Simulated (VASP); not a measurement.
Method: LDA (Ceperley-Alder, Perdew-Zunger), VASP's LDA PAW potentials (set 64) (plane waves; VASP).

The input files of a VASP run:

POSCAR:
```
FeSi
1.0
  4.2366398269   0.0000000000   0.0000000000
  0.0000000000   4.2366398269   0.0000000000
  0.0000000000   0.0000000000   4.2366398269
Fe Si
4 4
Cartesian
  3.6411323248   2.7138274156   1.5228124113
  1.5228124113   3.6411323248   2.7138274156
  0.5955075021   0.5955075021   0.5955075021
  2.7138274156   1.5228124113   3.6411323248
  0.6674374921   1.4508824213   2.7857574056
  2.7857574056   0.6674374921   1.4508824213
  3.5692023348   3.5692023348   3.5692023348
  1.4508824213   2.7857574056   0.6674374921
```

### INCAR
```
SYSTEM = FeSi
PREC = Accurate
ENCUT = 500
EDIFF = 1E-6
NELM = 100
ALGO = Normal
LREAL = .FALSE.
LASPH = .TRUE.
ISMEAR = 0
SIGMA = 0.05
LMAXMIX = 4
LWAVE = .FALSE.
LCHARG = .FALSE.
IBRION = 2
ISIF = 3
NSW = 40
EDIFFG = -0.02
PSTRESS = 300
```

File KPOINTS:
```
Automatic mesh
0
Gamma
5 5 5
0 0 0
```

POTCAR, in this order: Fe Si (LDA.64 set). Program: vasp_std.

Output of the run:

File OUTCAR:
```
 ion  position               nearest neighbor table
   1  0.859  0.641  0.359-   5 2.19   6 2.22   7 2.22   8 2.22   6 2.35   7 2.35   8 2.35   2 2.60
                             4 2.60   3 2.60   3 2.60   2 2.60   4 2.60
   2  0.359  0.859  0.641-   6 2.19   5 2.22   7 2.22   8 2.22   8 2.35   5 2.35   7 2.35   1 2.60
                             3 2.60   4 2.60   3 2.60   1 2.60   4 2.60
   3  0.141  0.141  0.141-   7 2.19   6 2.22   5 2.22   8 2.22   8 2.35   5 2.35   6 2.35   2 2.60
                             4 2.60   1 2.60   2 2.60   1 2.60   4 2.60
   4  0.641  0.359  0.859-   8 2.19   6 2.22   7 2.22   5 2.22   5 2.35   6 2.35   7 2.35   1 2.60
                             1 2.60   2 2.60   2 2.60   3 2.60   3 2.60
   5  0.158  0.342  0.658-   1 2.19   2 2.22   3 2.22   4 2.22   2 2.35   3 2.35   4 2.35   8 2.62
                             6 2.62   8 2.62   7 2.62   7 2.62   6 2.62
   6  0.658  0.158  0.342-   2 2.19   1 2.22   3 2.22   4 2.22   4 2.35   1 2.35   3 2.35   8 2.62
                             7 2.62   5 2.62   8 2.62   7 2.62   5 2.62
   7  0.842  0.842  0.842-   3 2.19   2 2.22   1 2.22   4 2.22   4 2.35   1 2.35   2 2.35   5 2.62
                             6 2.62   8 2.62   6 2.62   5 2.62   8 2.62
   8  0.342  0.658  0.158-   4 2.19   2 2.22   3 2.22   1 2.22   1 2.35   2 2.35   3 2.35   7 2.62
                             5 2.62   5 2.62   6 2.62   6 2.62   7 2.62
  LATTYP: Found a simple cubic cell.
 ALAT       =     4.2366398269
 Subroutine PRICEL returns:
 Original cell was already a primitive cell.
 Subroutine GETGRP returns: Found 12 space group operations
The static configuration has the point symmetry C_3 .
 The point group associated with its full space group is T   .
The dynamic configuration has the point symmetry C_3 .
 Subroutine INISYM returns: Found 12 space group operations
 Subroutine IBZKPT returns following result:
 Found     11 irreducible k-points:

 Following reciprocal coordinates:
            Coordinates               Weight
  0.000000  0.000000  0.000000      1.000000
  0.200000  0.000000  0.000000      6.000000
  0.400000  0.000000  0.000000      6.000000
  0.200000  0.200000  0.000000     12.000000
  0.400000  0.200000  0.000000     12.000000
 -0.200000  0.400000  0.000000     12.000000
  0.400000  0.400000  0.000000     12.000000
  0.200000  0.200000  0.200000      8.000000
  0.400000  0.200000  0.200000     24.000000
...
```

File OSZICAR:
```
       N       E                     dE             d eps       ncg     rms          rms(c)
DAV:   1     0.377325799476E+03    0.37733E+03   -0.19838E+04   638   0.192E+03
DAV:   2    -0.306705719910E+02   -0.40800E+03   -0.39596E+03   638   0.437E+02
DAV:   3    -0.714226341409E+02   -0.40752E+02   -0.36918E+02   905   0.162E+02
DAV:   4    -0.733040346290E+02   -0.18814E+01   -0.18474E+01   972   0.425E+01
DAV:   5    -0.733428981738E+02   -0.38864E-01   -0.38845E-01  1004   0.533E+00    0.383E+01
DAV:   6    -0.743778163557E+02   -0.10349E+01   -0.17245E+02   952   0.164E+02    0.233E+01
DAV:   7    -0.664334891363E+02    0.79443E+01   -0.68635E+01   957   0.114E+02    0.116E+01
DAV:   8    -0.659771300195E+02    0.45636E+00   -0.33203E+00   988   0.189E+01    0.253E+00
DAV:   9    -0.659164881151E+02    0.60642E-01   -0.22951E-01  1002   0.514E+00    0.954E-01
DAV:  10    -0.659052429236E+02    0.11245E-01   -0.10525E-02   996   0.885E-01    0.197E-01
DAV:  11    -0.659050689688E+02    0.17395E-03   -0.13058E-03  1002   0.395E-01    0.898E-02
DAV:  12    -0.659050456384E+02    0.23330E-04   -0.75849E-05   964   0.904E-02    0.352E-02
DAV:  13    -0.659050418429E+02    0.37955E-05   -0.33177E-05  1007   0.547E-02    0.148E-02
DAV:  14    -0.659050414869E+02    0.35599E-06   -0.15440E-06   484   0.151E-02
   1 F= -.51666179E+02 E0= -.51665730E+02  d E =-.516662E+02
```

### OUTCAR
```
------------------------ aborting loop because EDIFF is reached ----------------------------------------
  FORCE on cell =-STRESS in cart. coord.  units (eV):
  Direction    XX          YY          ZZ          XY          YZ          ZX
  --------------------------------------------------------------------------------------
  Total       14.2263127     14.2263127     14.2263127      0.0000000      0.0000000      0.0000000
  in kB      299.7355795    299.7355795    299.7355795      0.0000000      0.0000000      0.0000000
  external PRESSURE =      -0.2644205 kB  Pullay stress =     300.0000000 kB
  volume of cell :       76.04
      direct lattice vectors                 reciprocal lattice vectors
     4.236639827  0.000000000  0.000000000     0.236036114  0.000000000  0.000000000
     0.000000000  4.236639827  0.000000000     0.000000000  0.236036114  0.000000000
     0.000000000  0.000000000  4.236639827     0.000000000  0.000000000  0.236036114
 POSITION                                       TOTAL-FORCE (eV/Angst)
 -----------------------------------------------------------------------------------
      3.64113      2.71383      1.52281        -0.000661      0.000661     -0.000661
      1.52281      3.64113      2.71383        -0.000661     -0.000661      0.000661
      0.59551      0.59551      0.59551         0.000661      0.000661      0.000661
      2.71383      1.52281      3.64113         0.000661     -0.000661     -0.000661
      0.66744      1.45088      2.78576         0.000730     -0.000730      0.000730
      2.78576      0.66744      1.45088         0.000730      0.000730     -0.000730
      3.56920      3.56920      3.56920        -0.000730     -0.000730     -0.000730
      1.45088      2.78576      0.66744        -0.000730      0.000730      0.000730
 -----------------------------------------------------------------------------------
    total drift:                               -0.000000     -0.000000     -0.000000
  FREE ENERGIE OF THE ION-ELECTRON SYSTEM (eV)
  ---------------------------------------------------
  free  energy   TOTEN  =       -65.9050414869 eV

  energy  without entropy=      -65.9041434317  energy(sigma->0) =      -65.90459246
  enthalpy is  TOTEN    =       -51.6661786695 eV   P V=       14.2388628174

 reached required accuracy - stopping structural energy minimisation
```
(Selected blocks of OUTCAR.)

File OUTCAR:
```
 val. band max:       11.6643184790   @ k =   0.4000   0.0000   0.0000

 cond. band min:      11.8107975602   @ k =   0.4000   0.2000   0.0000


 Fermi energy:        11.7381760118

 k-point     1 :       0.0000    0.0000    0.0000
  band No.  band energies     occupation
      1      -2.6776      2.00000
      2       3.1309      2.00000
      3       3.1309      2.00000
      4       3.1309      2.00000
      5       6.0286      2.00000
      6       6.0286      2.00000
      7       6.0286      2.00000
      8       7.6238      2.00000
      9       7.6238      2.00000
     10       7.6238      2.00000
     11       8.2220      2.00000
     12       8.3915      2.00000
     13       8.3915      2.00000
     14       8.7449      2.00000
     15       8.7449      2.00000
     16       8.7449      2.00000
     17       9.4412      2.00000
     18       9.4412      2.00000
     19       9.4412      2.00000
     20      11.3392      2.00000
     21      11.3392      2.00000
     22      11.3392      2.00000
     23      11.6105      1.99969
     24      11.6105      1.99969
     25      12.4766      0.00000
     26      12.4766      0.00000
     27      12.4766      0.00000
     28      15.4810      0.00000
     29      15.4810      0.00000

 k-point     2 :       0.2000    0.0000    0.0000
  band No.  band energies     occupation
      1      -2.3464      2.00000
      2       1.7556      2.00000
      3       3.3014      2.00000
      4       4.0477      2.00000
      5       5.2770      2.00000
      6       6.2028      2.00000
      7       6.6089      2.00000
      8       7.0132      2.00000
      9       7.0617      2.00000
     10       8.0201      2.00000
     11       8.4567      2.00000
     12       8.5780      2.00000
     13       8.6855      2.00000
     14       8.7493      2.00000
     15       8.7916      2.00000
     16       8.8063      2.00000
     17       9.3086      2.00000
     18       9.3975      2.00000
     19       9.8118      2.00000
...
```

The compound is FeSi in the B20 structure. It was relaxed first under an external pressure of 30 GPa. The run is not spin-polarised, so no magnetic state was tried.
